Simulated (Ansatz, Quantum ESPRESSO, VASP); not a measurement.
# LaGa3Pd2 (P6/mmm, 6 atoms in the cell) computed with different codes at matched settings

Self-consistent single point.

```
LaGa3Pd2
1.0
    5.44368     0.00000     0.00000
   -2.72184     4.71436     0.00000
    0.00000     0.00000     4.29021
La Ga Pd
1 3 2
Direct
  0.00000   0.00000   0.00000
  0.50000   0.00000   0.50000
  0.50000   0.50000   0.50000
  0.00000   0.50000   0.50000
  0.66667   0.33333   0.00000
  0.33333   0.66667   0.00000
```

Shared settings, as Ansatz (a first-principles code) writes them: kpoints.mp_grid.grid = 6 6 7; scf.occupations.method = gaussian; scf.occupations.width = 0.05 eV. Potentials and cutoffs stand in the table.

| code | model | pressure (GPa) | cutoff |
|---|---|---|---|
| VASP | LDA (PZ), VASP's LDA PAW potentials (set 64) | -5.84 | 300 eV |
| Ansatz | LDA (PW92), PAW files made with PBE | -5.97 | 420 eV |
| Quantum ESPRESSO | LDA (PZ), GBRV 1.5 ultrasoft (LDA) pseudopotentials | -5.99 | 50 Ry |

On Ansatz's run: spin polarisation is off.

The spread over the programs that give each value: pressure within 0.15 GPa.

Ansatz's pressure is given at a fixed set of plane waves, as the other plane-wave codes print theirs. The same LDA comes in different parametrisations, which differ slightly.

VASP's run is marked for a possible Pulay error in its stress at this cutoff; no cutoff test was made.

The starting cell comes from a database of computed structures (which also holds hypothetical and non-ambient phases and stackings), without a prior relaxation at this level.

Left out of this page: Elk and FLEUR (not drawn, or without a comparable value).

Keys are those of Ansatz 0.2.
